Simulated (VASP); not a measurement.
These are LDA (Ceperley-Alder, Perdew-Zunger), VASP's LDA PAW potentials (set 64) (plane waves; VASP) values and carry that method's errors.

VASP input:

**INCAR**
```
# general
SYSTEM  =  MgO
PREC    =  Accurate
ENCUT   =  520
LREAL   =  F
LASPH   =  T

# electronic loop
EDIFF   =  1E-7
NELM    =  100
ALGO    =  Normal

# smearing
ISMEAR  =  0
SIGMA   =  0.05

# ions
ISIF    =  2

# output
LWAVE   =  F
LCHARG  =  F
```

POSCAR:
```
MgO
1
    0.0000000000     2.0933212766     2.0933212766
    2.0933212766     0.0000000000     2.0933212766
    2.0933212766     2.0933212766     0.0000000000
Mg O
1 1
Direct
  0.0000000000   0.0000000000   0.0000000000
  0.5000000000   0.5000000000   0.5000000000
```

### KPOINTS
```
kpoints
0
gamma
11 11 11
0 0 0
```

POTCAR, in this order: Mg O (LDA.64 set). Program: vasp_std.

The resulting files:

OSZICAR:
```
       N       E                     dE             d eps       ncg     rms          rms(c)
DAV:   1     0.117512505934E+02    0.11751E+02   -0.47362E+03  1040   0.874E+02
DAV:   2    -0.146245315492E+02   -0.26376E+02   -0.25135E+02  1096   0.138E+02
DAV:   3    -0.150129982958E+02   -0.38847E+00   -0.38847E+00  1160   0.185E+01
DAV:   4    -0.150135628227E+02   -0.56453E-03   -0.56453E-03  1208   0.642E-01
DAV:   5    -0.150135629840E+02   -0.16128E-06   -0.16128E-06  1200   0.104E-02    0.706E+00
DAV:   6    -0.135031344493E+02    0.15104E+01   -0.99767E+00   896   0.221E+01    0.228E+00
DAV:   7    -0.134616910373E+02    0.41443E-01   -0.55723E-02   928   0.276E+00    0.126E+00
DAV:   8    -0.134378850517E+02    0.23806E-01   -0.25924E-02   912   0.216E+00    0.139E-01
DAV:   9    -0.134377914065E+02    0.93645E-04   -0.17511E-04  1336   0.138E-01    0.826E-02
DAV:  10    -0.134377643550E+02    0.27052E-04   -0.42451E-05   936   0.819E-02    0.726E-03
DAV:  11    -0.134377636296E+02    0.72531E-06   -0.28730E-06  1096   0.108E-02    0.240E-03
DAV:  12    -0.134377636023E+02    0.27308E-07   -0.18700E-07   632   0.339E-03
   1 F= -.13437764E+02 E0= -.13437764E+02  d E =-.320736E-13
```

OUTCAR:
```
------------------------ aborting loop because EDIFF is reached ----------------------------------------
  FORCE on cell =-STRESS in cart. coord.  units (eV):
  Direction    XX          YY          ZZ          XY          YZ          ZX
  --------------------------------------------------------------------------------------
  Total       -0.5658140     -0.5658140     -0.5658140      0.0000000      0.0000000      0.0000000
  in kB      -49.4136157    -49.4136157    -49.4136157      0.0000000      0.0000000      0.0000000
  external PRESSURE =     -49.4136157 kB  Pullay stress =       0.0000000 kB
  volume of cell :       18.35
      direct lattice vectors                 reciprocal lattice vectors
     0.000000000  2.093321277  2.093321277    -0.238854879  0.238854879  0.238854879
     2.093321277  0.000000000  2.093321277     0.238854879 -0.238854879  0.238854879
     2.093321277  2.093321277  0.000000000     0.238854879  0.238854879 -0.238854879
  FREE ENERGIE OF THE ION-ELECTRON SYSTEM (eV)
  ---------------------------------------------------
  free  energy   TOTEN  =       -13.4377636023 eV

  energy  without entropy=      -13.4377636023  energy(sigma->0) =      -13.43776360
```
(Selected blocks of OUTCAR.)

The compound is MgO in the rock salt structure. This cell is one point of a volume scan, at 1.03 of the reference volume.
